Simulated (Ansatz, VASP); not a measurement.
**Na3Nb: VASP beside Ansatz**

```
Na Nb
1.0
     4.72603    0.00000    0.00000
     0.00000    4.72603    0.00000
     0.00000    0.00000    4.72603
Na Nb
3 1
Direct
  0.00000 0.50000 0.50000
  0.50000 0.00000 0.50000
  0.50000 0.50000 0.00000
  0.00000 0.00000 0.00000
```

Alike in both runs: functional PBE; k mesh 4 × 4 × 4; occupations gaussian, width 0.1 eV; no spin polarisation.

Ansatz relaxed the structure, and its values are those at the end. VASP's run is a single point on that final structure, the one shown.

```csv
,VASP,Ansatz
version,VASP 6.6.1,Ansatz 0.2.0
potentials or method,"VASP PAW PBE potentials, release 64 (Na_pv, Nb_sv)","scalar-relativistic, plane waves, PAW"
plane-wave cutoff (eV),520,420
valence electrons in the cell,34,40
```

```csv
,VASP,Ansatz,Ansatz less VASP
gap on the k mesh at the Fermi level (eV),none,none,-
pressure (GPa),0.1,0.1,+0.01
```

A gap of «none» marks a metal or a gap that the smearing closes. The two sets of potentials don't hold the same shells in valence.
